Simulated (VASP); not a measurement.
A run of VASP 6.6.1 is set up as follows.

INCAR

```
SYSTEM = CdAu
ALGO     = Normal         ! electronic algorithm
EDIFF    = 1E-6           ! SCF threshold, eV
EDIFFG   = -0.005         ! ionic threshold
ENCUT    = 600            ! plane-wave cutoff, eV
GGA      = CA             ! functional
IBRION   = 2              ! ionic algorithm
ISIF     = 3              ! what is computed and relaxed
ISMEAR   = 0              ! smearing method
LASPH    = .True.         ! aspherical terms in the spheres
LCHARG   = .False.        ! write CHGCAR
LREAL    = .False.        ! projectors in reciprocal space
LWAVE    = .False.        ! write WAVECAR
NELM     = 100            ! most SCF steps
NSW      = 100            ! ionic steps
PREC     = Accurate       ! precision mode
SIGMA    = 0.1            ! smearing width, eV
```

The input KPOINTS:

```
k-points
0
Gamma
  12 12 12
  0 0 0
```

POSCAR

```
CdAu
1.0
    3.3200000000      0.0000000000      0.0000000000
    0.0000000000      3.3200000000      0.0000000000
    0.0000000000      0.0000000000      3.3200000000
Cd Au
1 1
Direct
    0.5000000000      0.5000000000      0.5000000000
    0.0000000000      0.0000000000      0.0000000000
```

Potentials or basis: VASP PAW LDA potentials, release 64 (Cd, Au).

Launch:

```bash
$ cat potpaw_LDA.64/Cd/POTCAR potpaw_LDA.64/Au/POTCAR > POTCAR
$ mpirun -np 1 vasp_std > vasp.out
```

Problem. Predict the relaxed cell.

Solution. a = 3.289 Å, b = 3.289 Å, c = 3.289 Å, α = 90.00°, β = 90.00°, γ = 90.00°.

Problem. What does it give for the relaxed volume?

Solution. 17.79 Å³/atom.

Step by step:
```csv
step,energy change (eV),largest force (eV/Å),pressure (GPa),volume (Å³)
1,0.0000,0.0000,-3.47,36.59
2,0.0019,0.0000,4.25,34.54
3,-0.0114,0.0000,-0.03,35.58
```

Spin-orbit coupling is left out, which matters for the levels of Au. Zero-point motion and thermal expansion aren't in these numbers.
